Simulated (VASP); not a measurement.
All values below come from PBEsol GGA, VASP's PBE PAW potentials (set 64) (plane waves; VASP 6.6.1).

A VASP calculation is set up with these files.

File KPOINTS:
```
Automatic mesh
0
Gamma
6 6 6
0 0 0
```

POSCAR:
```
InSe
1
    5.8724354831    -2.0593323049     0.0889700589
    5.8724354831     2.0593323049     0.0889700589
   -1.6644041436     0.0000000000     4.1751537599
In Se
2 2
Direct
  0.1142735647   0.1142735647   0.9713590773
  0.8857264353   0.8857264353   0.0286409227
  0.3453037199   0.3453037199   0.3627403028
  0.6546962801   0.6546962801   0.6372596972
```

**INCAR**
```
! general
SYSTEM   =  InSe
PREC     =  Accurate
ENCUT    =  480
LREAL    =  .FALSE.
LASPH    =  .TRUE.

! electronic loop
EDIFF    =  1E-7
NELM     =  100
ALGO     =  Normal
LMAXMIX  =  4

! smearing
ISMEAR   =  0
SIGMA    =  0.05

! functional
GGA      =  PS

! ions
ISIF     =  2

! output
LWAVE    =  .FALSE.
LCHARG   =  .FALSE.
```

POTCAR, in this order: In_d Se (PBE.64 set). Program: vasp_std.

Output

### OSZICAR
```
       N       E                     dE             d eps       ncg     rms          rms(c)
DAV:   1     0.319044837794E+03    0.31904E+03   -0.17285E+04  3128   0.182E+03
DAV:   2     0.205222590022E+02   -0.29852E+03   -0.29431E+03  3184   0.424E+02
DAV:   3    -0.146993333815E+02   -0.35222E+02   -0.34702E+02  4036   0.154E+02
DAV:   4    -0.159625007204E+02   -0.12632E+01   -0.12618E+01  3548   0.314E+01
DAV:   5    -0.160091593433E+02   -0.46659E-01   -0.46654E-01  4726   0.583E+00    0.643E+00
DAV:   6    -0.155811480901E+02    0.42801E+00   -0.10065E+00  4360   0.181E+01    0.379E+00
DAV:   7    -0.155504840929E+02    0.30664E-01   -0.35884E-01  4928   0.581E+00    0.109E+00
DAV:   8    -0.155467623578E+02    0.37217E-02   -0.48221E-02  4742   0.274E+00    0.569E-01
DAV:   9    -0.155465352451E+02    0.22711E-03   -0.44625E-03  4670   0.770E-01    0.167E-01
DAV:  10    -0.155465304151E+02    0.48301E-05   -0.45828E-04  4439   0.184E-01    0.930E-02
DAV:  11    -0.155465368094E+02   -0.63943E-05   -0.12456E-04  4794   0.137E-01    0.222E-02
DAV:  12    -0.155465338961E+02    0.29133E-05   -0.15300E-05  3913   0.376E-02    0.136E-02
DAV:  13    -0.155465341298E+02   -0.23369E-06   -0.28216E-06  4803   0.117E-02    0.401E-03
DAV:  14    -0.155465340897E+02    0.40128E-07   -0.50348E-07  3266   0.104E-02
   1 F= -.15546534E+02 E0= -.15546534E+02  d E =-.335188E-11
```

**OUTCAR**
```
------------------------ aborting loop because EDIFF is reached ----------------------------------------
  FORCE on cell =-STRESS in cart. coord.  units (eV):
  Direction    XX          YY          ZZ          XY          YZ          ZX
  --------------------------------------------------------------------------------------
  Total        0.4417980      0.4592585      0.7202673      0.0000000      0.0000000      0.1590806
  in kB        6.9674215      7.2427842     11.3590504      0.0000000      0.0000000      2.5087966
  external PRESSURE =       8.5230854 kB  Pullay stress =       0.0000000 kB
  volume of cell :      101.59
      direct lattice vectors                 reciprocal lattice vectors
     5.872435483 -2.059332305  0.088970059     0.084632399 -0.242797143  0.033738282
     5.872435483  2.059332305  0.088970059     0.084632399  0.242797143  0.033738282
    -1.664404144  0.000000000  4.175153760    -0.003606933  0.000000000  0.238074251
 POSITION                                       TOTAL-FORCE (eV/Angst)
 -----------------------------------------------------------------------------------
     -0.27461      0.00000      4.07591        -0.122241      0.000000      0.028050
     10.35507      0.00000      0.27719         0.122241      0.000000     -0.028050
      3.45180      0.00000      1.57594         0.032613      0.000000      0.160966
      6.62867      0.00000      2.77715        -0.032613      0.000000     -0.160966
 -----------------------------------------------------------------------------------
    total drift:                               -0.000000     -0.000000      0.000000
  FREE ENERGIE OF THE ION-ELECTRON SYSTEM (eV)
  ---------------------------------------------------
  free  energy   TOTEN  =       -15.5465340897 eV

  energy  without entropy=      -15.5465340897  energy(sigma->0) =      -15.54653409
```
(Selected blocks of OUTCAR.)

Without a dispersion term in the relaxation, distances and binding between the weakly bound layers, chains or molecules are unreliable, and so is what depends on them.

The structure comes from a computed database's InSe entry (C2/m); how it stands against other phases isn't given here. This cell was strained or had an atom moved on purpose.
